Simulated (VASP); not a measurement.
Computed with PBEsol GGA, VASP's PBE PAW potentials (set 64) (plane waves; VASP).

VASP input:

**INCAR**
```
SYSTEM = SiC
PREC = Accurate
ENCUT = 520
EDIFF = 1E-8
NELM = 100
ALGO = Normal
LREAL = .FALSE.
LASPH = .TRUE.
ISMEAR = 0
SIGMA = 0.01
GGA = PS
LWAVE = .FALSE.
LCHARG = .FALSE.
IBRION = 8
NSW = 1
LEPSILON = .TRUE.
```

**KPOINTS**
```
Automatic
0
Gamma
8 8 5
```

POSCAR:
```
SiC
3.0770570
  0.4999999845  -0.8660252980   0.0000000000
  0.4999999845   0.8660252980   0.0000000000
  0.0000000000   0.0000000000   1.6418222374
Si C
2 2
Direct
  0.6666670000   0.3333330000   0.4996384767
  0.3333330000   0.6666670000   0.9996384767
  0.6666670000   0.3333330000   0.8753615233
  0.3333330000   0.6666670000   0.3753615233
```

POTCAR, in this order: Si C (PBE.64 set). Program: vasp_std.

The run wrote:

**OUTCAR**
```


 HEAD OF MICROSCOPIC STATIC DIELECTRIC TENSOR (INDEPENDENT PARTICLE, excluding Hartree and local field effects)
 ------------------------------------------------------
           7.447933     0.000000     0.000000
           0.000000     7.447931     0.000000
           0.000000     0.000000     7.717147
 ------------------------------------------------------

 MACROSCOPIC STATIC DIELECTRIC TENSOR (including local field effects in DFT)
 ------------------------------------------------------
           7.144543     0.000000     0.000000
           0.000000     7.144542    -0.000000
           0.000000     0.000000     7.428294
 ------------------------------------------------------

 PIEZOELECTRIC TENSOR (including local field effects)  for field in x, y, z        (e  Angst)
          XX          YY          ZZ          XY          YZ          ZX
  --------------------------------------------------------------------------------
  x     0.00000    -0.00000     0.00000     0.00000     0.00000     1.53816
  y     0.00000    -0.00000     0.00000     0.00000     1.53816     0.00000
  z     1.21530     1.21530    -2.10005     0.00000     0.00000     0.00000

 PIEZOELECTRIC TENSOR (including local field effects)  for field in x, y, z        (C/m^2)
          XX          YY          ZZ          XY          YZ          ZX
  --------------------------------------------------------------------------------
  x     0.00000    -0.00000     0.00000     0.00000     0.00000     0.59491
  y     0.00000    -0.00000     0.00000     0.00000     0.59491     0.00000
  z     0.47004     0.47004    -0.81223     0.00000     0.00000     0.00000

 BORN EFFECTIVE CHARGES (including local field effects) (in |e|, cummulative output)
 ---------------------------------------------------------------------------------
 ion    1
    1     2.66894     0.00000     0.00000
    2     0.00000     2.66894     0.00000
    3     0.00000    -0.00000     2.86596
 ion    2
    1     2.66894     0.00000     0.00000
    2     0.00000     2.66894     0.00000
    3     0.00000     0.00000     2.86596
 ion    3
    1    -2.66894    -0.00000     0.00000
    2     0.00000    -2.66894     0.00000
    3     0.00000     0.00000    -2.86596
 ion    4
    1    -2.66894     0.00000     0.00000
    2     0.00000    -2.66894     0.00000
    3     0.00000     0.00000    -2.86596
```
(Selected blocks of OUTCAR.)

The compound is SiC in the wurtzite structure, the rare 2H polytype. It was relaxed first.
